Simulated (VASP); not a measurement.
Here is the system:

```
La2O3
1.0
    1.96870    -3.40989     0.00000
    1.96870     3.40989     0.00000
    0.00000     0.00000     6.17007
La O
2 3
Direct
  0.33333   0.66667   0.24702
  0.66667   0.33333   0.75298
  0.00000   0.00000   0.00000
  0.33333   0.66667   0.64574
  0.66667   0.33333   0.35426
```

The numbers are results of PW91 GGA, VASP's PBE PAW potentials (set 64) (plane waves; VASP), not measurements. Numerical set-up: 520 eV cut-off, Gaussian smearing of 0.050 eV, potentials La O.

Task: Predict the band gap (along the path) with the smallest direct gap where there is one.

Result: 
```
Property                                Value
------------------------------------  -------
band gap (along the path)             3.83 eV
smallest direct gap (along the path)  3.96 eV
```

The compound is La2O3 in the a-type structure. It was relaxed first.
